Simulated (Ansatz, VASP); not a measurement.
# HfSc (Hf-Sc stack, (100) layers) in two plane-wave programs, part 2 of 2

Aim: how closely do two programs agree when they are given the same cell, functional and k mesh? The cell is taken from a series of runs on this material, whose earlier steps may have relaxed, scaled, displaced or heated it; both programs get it as it stands.

VASP 6.6.1 and Ansatz 0.2.0.

So far: Set-up; Ansatz: zone-centre phonons, LDA.

**3. VASP: zone-centre phonons, LDA**

Level of this step: LDA; plane waves and PAW (Hf_pv, Sc_sv) (VASP).

The same cell, functional (in two slightly different forms), mesh and smearing now go to VASP, with its own data sets.

Lines of VASP's logs that name or quote its potential files are left out, and so is its time.

The input, INCAR:

```
SYSTEM = HfSc
PREC = Accurate
ENCUT = 500
EDIFF = 1E-08
NELM = 120
ISMEAR = 1
SIGMA = 0.2
LREAL = .FALSE.
ALGO = Normal
GGA = PW92
NBANDS = 16
LASPH = .TRUE.
LORBIT = 11
LWAVE = .FALSE.
LCHARG = .FALSE.
ISIF = 2
IBRION = 8
GGA_COMPAT = .FALSE.
NELMDL = -8
KPAR = 2
```

The input, POSCAR:

```
HfSc
1.0
    2.9694554087      0.0000000000      0.0000000000
    0.0000000000      2.9694554087      0.0000000000
    0.0000000000      0.0000000000     28.4434864415
Hf Sc
1 1
Direct
    0.0000000000      0.0000000000      0.1983762877
    0.5000000000      0.5000000000      0.2699819084
```

The input, KPOINTS:

```
Automatic mesh
0
Gamma
6 6 1
0 0 0
```

PAW data sets: Hf_pv and Sc_sv (LDA family, release 64).

Started as:

```
$ mpirun -np 2 vasp_std
```

Numbers of over 12 decimals in the logs are rounded to 6 here.

What it wrote:

```text
[banner, memory and clock lines left out]
running    2 mpi-ranks, on    1 nodes
 distrk:  each k-point on    1 cores,    2 groups
 distr:  one band on    1 cores,    1 groups

 POSCAR found type information on POSCAR HfSc
 POSCAR found :  2 types and       2 ions
|                                                                             |
|               ----> ADVICE to this user running VASP <----                  |
|                                                                             |
|     You enforced a specific xc type in the INCAR file but a different       |
|     [... a line on the potential file left out ...]
|     I HOPE YOU KNOW WHAT YOU ARE DOING!                                     |
|                                                                             |

 LDA part: xc-table for (Slater(with rela. corr.)+PW92), standard interpolation
 POSCAR, INCAR and KPOINTS ok, starting setup
 FFT: planning ... GRIDC
 FFT: planning ... GRID_SOFT
 FFT: planning ... GRID
 WAVECAR not read
 entering main loop
       N       E                     dE             d eps       ncg     rms          rms(c)
DAV:   1     0.164120850421E+03    0.16412E+03   -0.10292E+04   456   0.925E+02
DAV:   2    -0.756585775028E+01   -0.17169E+03   -0.16735E+03   424   0.312E+02
DAV:   3    -0.179756660462E+02   -0.10410E+02   -0.98436E+01   496   0.776E+01
DAV:   4    -0.183585843847E+02   -0.38292E+00   -0.37229E+00   472   0.122E+01
DAV:   5    -0.183766917329E+02   -0.18107E-01   -0.18085E-01   504   0.361E+00
DAV:   6    -0.183768810119E+02   -0.18928E-03   -0.18916E-03   472   0.274E-01
DAV:   7    -0.183768895641E+02   -0.85522E-05   -0.85521E-05   512   0.647E-02
DAV:   8    -0.183768896740E+02   -0.10981E-06   -0.11002E-06   456   0.474E-03    0.474E+01
DAV:   9    -0.159897669907E+02    0.23871E+01   -0.90256E+00   520   0.270E+01    0.165E+01
DAV:  10    -0.170186266785E+02   -0.10289E+01   -0.18435E+01   496   0.199E+01    0.126E+01
DAV:  11    -0.159750127550E+02    0.10436E+01   -0.25371E+00   480   0.737E+00    0.836E+00
DAV:  12    -0.155990492788E+02    0.37596E+00   -0.36825E+00   536   0.753E+00    0.181E+00
DAV:  13    -0.155996568318E+02   -0.60755E-03   -0.10454E-01   384   0.199E+00    0.147E+00
DAV:  14    -0.155814957268E+02    0.18161E-01   -0.58041E-02   480   0.114E+00    0.115E+00
[...]
DAV:  26    -0.155788981867E+02   -0.10547E-04   -0.15640E-06   520   0.444E-03    0.250E-03
DAV:  27    -0.155789008990E+02   -0.27123E-05   -0.75538E-07   424   0.323E-03    0.306E-04
DAV:  28    -0.155789039731E+02   -0.30741E-05   -0.17027E-07   320   0.122E-03    0.444E-04
DAV:  29    -0.155789043817E+02   -0.40860E-06   -0.29034E-08   336   0.787E-04    0.185E-04
DAV:  30    -0.155789048066E+02   -0.42491E-06   -0.24384E-08   320   0.475E-04    0.238E-04
DAV:  31    -0.155789049603E+02   -0.15375E-06   -0.82963E-09   304   0.340E-04    0.439E-05
DAV:  32    -0.155789049883E+02   -0.27947E-07   -0.11836E-09   336   0.150E-04    0.703E-05
DAV:  33    -0.155789049970E+02   -0.87534E-08   -0.34542E-10   248   0.128E-04
   1 F= -.15578905E+02 E0= -.15574065E+02  d E =-.145200E-01
 Linear response reoptimize wavefunctions to high precision
DAV:   1    -0.155789050002E+02   -0.31573E-08    0.44913E-11   360   0.604E-05
DAV:   2    -0.155789050001E+02    0.10914E-09    0.12023E-10   264   0.382E-05
DAV:   3    -0.155789050002E+02   -0.70941E-10    0.11942E-10   256   0.274E-05
 Linear response DOF=           4
 Linear response progress:
  Degree of freedom:   1/  4
       N       E                     dE             d eps       ncg     rms          rms(c)
RMM:   1    -0.188859520360E+00   -0.18886E+00    0.54523E+00   579   0.113E+01
RMM:   2    -0.196941904121E+00   -0.80824E-02   -0.27685E-02   922   0.128E+00    0.610E-01
RMM:   3    -0.197268389070E+00   -0.32648E-03   -0.70772E-03  1089   0.324E-01    0.785E-02
RMM:   4    -0.197055080495E+00    0.21331E-03   -0.13700E-03  1164   0.130E-01    0.130E-01
RMM:   5    -0.196946815795E+00    0.10826E-03   -0.47231E-04  1210   0.593E-02    0.115E-01
RMM:   6    -0.196885175628E+00    0.61640E-04   -0.17802E-04  1087   0.545E-02    0.725E-02
RMM:   7    -0.196758714100E+00    0.12646E-03   -0.86376E-05  1082   0.417E-02    0.303E-02
RMM:   8    -0.196747787078E+00    0.10927E-04   -0.40093E-05  1255   0.172E-02    0.784E-03
RMM:   9    -0.196748630684E+00   -0.84361E-06   -0.20233E-05  1234   0.842E-03    0.375E-03
RMM:  10    -0.196749833256E+00   -0.12026E-05   -0.10923E-05  1225   0.520E-03    0.451E-03
RMM:  11    -0.196755647501E+00   -0.58142E-05   -0.15698E-05  1139   0.449E-03    0.934E-03
RMM:  12    -0.196756406086E+00   -0.75859E-06   -0.11213E-05  1172   0.297E-03    0.728E-03
RMM:  13    -0.196756668000E+00   -0.26191E-06   -0.10919E-05  1223   0.176E-03    0.604E-03
RMM:  14    -0.196756858754E+00   -0.19075E-06   -0.84061E-06  1241   0.127E-03    0.513E-03
[...]
RMM:  22    -0.196757689572E+00   -0.11043E-08   -0.66161E-07  1127   0.144E-04    0.801E-05
RMM:  23    -0.196757684907E+00    0.46650E-08   -0.45703E-07  1125   0.127E-04    0.661E-05
RMM:  24    -0.196757682196E+00    0.27108E-08   -0.39051E-07  1133   0.100E-04    0.855E-05
RMM:  25    -0.196757684435E+00   -0.22385E-08   -0.24967E-07  1168   0.747E-05    0.901E-05
[...]
first order change of Fermi-energy  -0.12177E-01
 force on displaced ion       1 direction 1 :  -2.849   0.000  -0.006
 Linear response progress:
  Degree of freedom:   2/  4
       N       E                     dE             d eps       ncg     rms          rms(c)
RMM:   1    -0.272026873510E+00   -0.27203E+00    0.56783E+00   348   0.118E+01
RMM:   2    -0.286531482954E+00   -0.14505E-01   -0.37678E-02   530   0.156E+00    0.484E-01
RMM:   3    -0.293991621218E+00   -0.74601E-02   -0.10021E-02   534   0.803E-01    0.896E-01
RMM:   4    -0.286516032690E+00    0.74756E-02   -0.41910E-03   506   0.609E-01    0.195E-01
RMM:   5    -0.286709983698E+00   -0.19395E-03   -0.82010E-04   647   0.153E-01    0.229E-01
RMM:   6    -0.286663746247E+00    0.46237E-04   -0.32118E-04   744   0.647E-02    0.148E-01
RMM:   7    -0.286436727017E+00    0.22702E-03   -0.20120E-04   655   0.865E-02    0.448E-02
RMM:   8    -0.286429390256E+00    0.73368E-05   -0.61545E-05   747   0.279E-02    0.182E-02
RMM:   9    -0.286434854936E+00   -0.54647E-05   -0.17440E-05   745   0.112E-02    0.194E-02
RMM:  10    -0.286427738870E+00    0.71161E-05   -0.99870E-06   708   0.834E-03    0.218E-02
RMM:  11    -0.286417321704E+00    0.10417E-04   -0.47518E-06   654   0.141E-02    0.532E-03
RMM:  12    -0.286414345447E+00    0.29763E-05   -0.18096E-06   748   0.417E-03    0.757E-03
RMM:  13    -0.286414367762E+00   -0.22315E-07   -0.76951E-07   772   0.174E-03    0.767E-03
RMM:  14    -0.286414357659E+00    0.10103E-07   -0.59330E-07   767   0.947E-04    0.765E-03
RMM:  15    -0.286413985857E+00    0.37180E-06   -0.30681E-07   703   0.710E-04    0.775E-03
 first order change of Fermi-energy  -0.67022E-01
 force on displaced ion       1 direction 3 :  -0.000   0.000  -7.493
 Linear response progress:
  Degree of freedom:   3/  4
       N       E                     dE             d eps       ncg     rms          rms(c)
RMM:   1    -0.703958007004E+00   -0.70396E+00   -0.10069E+02   534   0.243E+02
RMM:   2    -0.705114151298E+00   -0.11561E-02   -0.25447E-01   830   0.461E+00    0.170E-01
RMM:   3    -0.706920104014E+00   -0.18060E-02   -0.12621E-02   929   0.883E-01    0.641E-02
RMM:   4    -0.706285433396E+00    0.63467E-03   -0.17422E-03  1122   0.252E-01    0.321E-02
RMM:   5    -0.706127493856E+00    0.15794E-03   -0.16791E-04  1114   0.818E-02    0.300E-02
RMM:   6    -0.706080495457E+00    0.46998E-04   -0.34063E-05   995   0.420E-02    0.208E-02
RMM:   7    -0.706057714042E+00    0.22781E-04   -0.10598E-05  1032   0.201E-02    0.366E-03
RMM:   8    -0.706079357598E+00   -0.21644E-04   -0.57783E-06  1214   0.819E-03    0.227E-03
RMM:   9    -0.706098305238E+00   -0.18948E-04   -0.13226E-06  1108   0.361E-03    0.860E-04
RMM:  10    -0.706112198231E+00   -0.13893E-04   -0.60238E-07  1042   0.227E-03    0.328E-04
RMM:  11    -0.706114863659E+00   -0.26654E-05   -0.34622E-07  1158   0.124E-03    0.132E-04
RMM:  12    -0.706115912493E+00   -0.10488E-05   -0.29541E-07  1214   0.713E-04    0.892E-05
RMM:  13    -0.706115710892E+00    0.20160E-06   -0.23751E-07  1170   0.438E-04    0.944E-05
RMM:  14    -0.706115692427E+00    0.18466E-07   -0.19208E-07  1176   0.302E-04    0.109E-04
[...]
RMM:  20    -0.706115178538E+00   -0.74725E-07   -0.42089E-08  1077   0.725E-05    0.113E-04
RMM:  21    -0.706115254144E+00   -0.75607E-07   -0.34219E-08  1016   0.625E-05    0.960E-05
RMM:  22    -0.706115488492E+00   -0.23435E-06   -0.27088E-08  1223   0.814E-05    0.613E-05
RMM:  23    -0.706115581503E+00   -0.93011E-07   -0.22058E-08  1084   0.486E-05    0.427E-05
RMM:  24    -0.706115715158E+00   -0.13365E-06   -0.16820E-08  1120   0.494E-05    0.221E-05
RMM:  25    -0.706115829186E+00   -0.11403E-06   -0.13863E-08  1118   0.416E-05    0.373E-06
RMM:  26    -0.706115852127E+00   -0.22941E-07   -0.10049E-08  1155   0.226E-05    0.141E-06
RMM:  27    -0.706115855138E+00   -0.30110E-08   -0.86544E-09   934   0.158E-05    0.199E-06
 first order change of Fermi-energy   0.11060E-01
 force on displaced ion       2 direction 1 :  -2.854   0.000  -0.007
 Linear response progress:
  Degree of freedom:   4/  4
       N       E                     dE             d eps       ncg     rms          rms(c)
RMM:   1    -0.860221493475E+00   -0.86022E+00   -0.10197E+02   336   0.244E+02
RMM:   2    -0.862807517320E+00   -0.25860E-02   -0.24257E-01   517   0.459E+00    0.365E-01
RMM:   3    -0.864675894293E+00   -0.18684E-02   -0.20178E-02   532   0.969E-01    0.245E-01
RMM:   4    -0.865432347176E+00   -0.75645E-03   -0.32091E-03   497   0.485E-01    0.399E-01
RMM:   5    -0.863739169563E+00    0.16932E-02   -0.38381E-04   493   0.204E-01    0.379E-02
RMM:   6    -0.863685105704E+00    0.54064E-04   -0.17091E-04   649   0.597E-02    0.214E-02
RMM:   7    -0.863695827360E+00   -0.10722E-04   -0.34312E-05   675   0.267E-02    0.906E-03
RMM:   8    -0.863733576619E+00   -0.37749E-04   -0.10380E-05   665   0.153E-02    0.144E-02
RMM:   9    -0.863741456640E+00   -0.78800E-05   -0.37504E-06   619   0.749E-03    0.895E-03
RMM:  10    -0.863748447703E+00   -0.69911E-05   -0.19991E-06   596   0.520E-03    0.322E-03
RMM:  11    -0.863752582933E+00   -0.41352E-05   -0.11951E-06   652   0.322E-03    0.513E-04
RMM:  12    -0.863753257525E+00   -0.67459E-06   -0.54485E-07   653   0.156E-03    0.416E-04
RMM:  13    -0.863754034592E+00   -0.77707E-06   -0.31447E-07   675   0.894E-04    0.341E-04
RMM:  14    -0.863754241626E+00   -0.20703E-06   -0.22274E-07   616   0.777E-04    0.176E-04
RMM:  15    -0.863754295366E+00   -0.53740E-07   -0.10953E-07   703   0.454E-04    0.117E-04
RMM:  16    -0.863754745793E+00   -0.45043E-06   -0.93313E-08   651   0.421E-04    0.182E-04
RMM:  17    -0.863754720335E+00    0.25459E-07   -0.71297E-08   636   0.283E-04    0.536E-05
RMM:  18    -0.863754691894E+00    0.28441E-07   -0.45377E-08   637   0.192E-04    0.219E-05
RMM:  19    -0.863754504976E+00    0.18692E-06   -0.28528E-08   641   0.147E-04    0.580E-05
RMM:  20    -0.863754472592E+00    0.32384E-07   -0.18880E-08   624   0.124E-04    0.413E-05
RMM:  21    -0.863754429971E+00    0.42622E-07   -0.10761E-08   686   0.887E-05    0.494E-05
RMM:  22    -0.863754475326E+00   -0.45355E-07   -0.90100E-09   633   0.745E-05    0.790E-06
RMM:  23    -0.863754482534E+00   -0.72075E-08   -0.50023E-09   690   0.488E-05    0.876E-06
 first order change of Fermi-energy   0.54945E-01
 force on displaced ion       2 direction 3 :   0.000  -0.000  -7.442
 Linear response finished
```

Parts of OUTCAR (step 3):

```text
ion  position               nearest neighbor table
   1  0.000  0.000  0.198-   2 2.93   2 2.93   2 2.93   2 2.93
   2  0.500  0.500  0.270-   1 2.93   1 2.93   1 2.93   1 2.93

  LATTYP: Found a simple tetragonal cell.
 ALAT       =     2.9694554087
 C/A-ratio  =     9.5786878490

 Subroutine GETGRP returns: Found  8 space group operations
 (whereof  8 operations were pure point group operations)

The static configuration has the point symmetry C_4v.

 Found     10 irreducible k-points:

   k-points           NKPTS =     10   k-points in BZ     NKDIM =     10   number of bands    NBANDS=     16

   dimension x,y,z NGX =    24 NGY =   24 NGZ =  210
   dimension x,y,z NGXF=    48 NGYF=   48 NGZF=  420

   ENCUT  =  500.0 eV  36.75 Ry    6.06 a.u.   5.41  5.41 51.86*2*pi/ulx,y,z

   NELECT =      21.0000    total number of electrons

 k-points in reciprocal lattice and weights: Automatic mesh
   0.00000000  0.00000000  0.00000000       0.028
   0.16666667  0.00000000  0.00000000       0.111
   0.33333333  0.00000000  0.00000000       0.111
   0.50000000  0.00000000  0.00000000       0.056
   0.16666667  0.16666667  0.00000000       0.111
   0.33333333  0.16666667  0.00000000       0.222
   0.50000000  0.16666667  0.00000000       0.111
   0.33333333  0.33333333  0.00000000       0.111
   0.50000000  0.33333333  0.00000000       0.111
   0.50000000  0.50000000  0.00000000       0.028

 average (electrostatic) potential at core
       1 -44.3846       2 -52.4493

  Total       -0.0057893     -0.0057893      0.0964500      0.0000000      0.0000000      0.0000000
  in kB       -0.0369831     -0.0369831      0.6161354      0.0000000      0.0000000      0.0000000
  external PRESSURE =       0.1807230 kB  Pullay stress =       0.0000000 kB

  energy-cutoff  :      500.00
  volume of cell :      250.81
      direct lattice vectors                 reciprocal lattice vectors
     2.969455409  0.000000000  0.000000000     0.336762087  0.000000000  0.000000000
     0.000000000  2.969455409  0.000000000     0.000000000  0.336762087  0.000000000
     0.000000000  0.000000000 28.443486441     0.000000000  0.000000000  0.035157434

 POSITION                                       TOTAL-FORCE (eV/Angst)
 -----------------------------------------------------------------------------------
      0.00000      0.00000      5.64251         0.000000     -0.000000     -0.054710
      1.48473      1.48473      7.67923        -0.000000      0.000000      0.054710
 -----------------------------------------------------------------------------------
    total drift:                                0.000000     -0.000000     -0.000215

 Eigenvectors and eigenvalues of the dynamical matrix
 ----------------------------------------------------

   1 f  =    7.121666 THz    44.746747 2PiTHz  237.553206 cm-1    29.452831 meV
             X         Y         Z           dx          dy          dz
      0.000000  0.000000  5.642513     0.000000    0.000000   -0.449773
      1.484728  1.484728  7.679227     0.000000    0.000000    0.893143

   2 f  =    4.406801 THz    27.688749 2PiTHz  146.995067 cm-1    18.225057 meV
             X         Y         Z           dx          dy          dz
      0.000000  0.000000  5.642513     0.448229    0.000000    0.000000
      1.484728  1.484728  7.679227    -0.893919    0.000000    0.000000

   3 f  =    4.406801 THz    27.688749 2PiTHz  146.995067 cm-1    18.225057 meV
             X         Y         Z           dx          dy          dz
      0.000000  0.000000  5.642513    -0.000000    0.448229    0.000000
      1.484728  1.484728  7.679227    -0.000000   -0.893919    0.000000

   4 f/i=    0.001568 THz     0.009852 2PiTHz    0.052300 cm-1     0.006484 meV
             X         Y         Z           dx          dy          dz
      0.000000  0.000000  5.642513    -0.319440   -0.834895    0.000000
      1.484728  1.484728  7.679227    -0.160174   -0.418633    0.000000

   5 f/i=    0.001568 THz     0.009852 2PiTHz    0.052300 cm-1     0.006484 meV
             X         Y         Z           dx          dy          dz
      0.000000  0.000000  5.642513    -0.834895    0.319440    0.000000
      1.484728  1.484728  7.679227    -0.418633    0.160174    0.000000

   6 f/i=    0.009774 THz     0.061411 2PiTHz    0.326023 cm-1     0.040422 meV
             X         Y         Z           dx          dy          dz
      0.000000  0.000000  5.642513     0.000000    0.000000    0.893143
      1.484728  1.484728  7.679227     0.000000    0.000000    0.449773

 ELASTIC MODULI CONTR FROM IONIC RELAXATION (kBar)
 Direction    XX          YY          ZZ          XY          YZ          ZX
 --------------------------------------------------------------------------------
 XX         -24.6271    -24.6271    -68.9893      0.0000     -0.0000      0.0000
 YY         -24.6271    -24.6271    -68.9893      0.0000     -0.0000      0.0000
 ZZ         -68.9893    -68.9893   -193.2640      0.0000     -0.0000      0.0000
 XY           0.0000      0.0000      0.0000      0.0000      0.0000      0.0000
 YZ          -0.0000     -0.0000     -0.0000      0.0000   -111.5281     -0.0000
 ZX           0.0000      0.0000      0.0000      0.0000     -0.0000    -54.9263
 --------------------------------------------------------------------------------
```

This run has no spin polarisation. Its electron count is odd, so without a moment it is a metal by construction.

**4. Comparison**

Known differences besides the potentials themselves: Ansatz cuts the interaction across the vacuum, VASP repeats the sheet without a dipole correction; VASP's run holds the zone centre alone; the data sets hold 37 valence electrons in Ansatz (on its PAW soft_1 files) and 21 in VASP; the cutoff is 420 eV in Ansatz and 500 eV in VASP; VASP's log shows a relativistic correction to its local exchange, Ansatz's none. Total energies have different zeros and are not compared.

Compared:

```csv
quantity,Ansatz,VASP,difference
optical mode 1 to 2 (cm⁻¹),146.6,147.0,-0.27 %
optical mode 3 (cm⁻¹),236.9,237.6,-0.27 %
```

Modes are paired by rising frequency, not by their patterns, so a pair may set unlike modes beside each other; they are those without the splitting of longitudinal modes. Where the cell holds vacuum, a pressure given here is an average over it and none of the material.

**5. Summary of results**

| Quantity | Value |
| --- | --- |
| r.m.s. difference of the optical zone-centre modes, each program's sorted by frequency (zone-centre phonons, LDA) | 0.49 cm⁻¹ |

What this shows: The r.m.s. difference of the optical zone-centre modes, each program's sorted by frequency is 0.49 cm⁻¹ (zone-centre phonons, LDA). The data sets hold unlike numbers of valence electrons (37 in Ansatz and 21 in VASP), so part of the differences may come from the potentials. How closely two codes agree says nothing of how well the functional describes the real material.

[Lines on the potential files, build, host, timing and source positions are cut from VASP's logs without a mark.]

[Logs are printed without paths, hosts, clocks, repeated set-up lines and the standing remarks that a program may print on its own settings, such as how far it seeks lower states.]

[Hosts, paths, dates, database ids (printed as entryN), source tags and the programs' standing remarks are cut or masked in the printed files.]
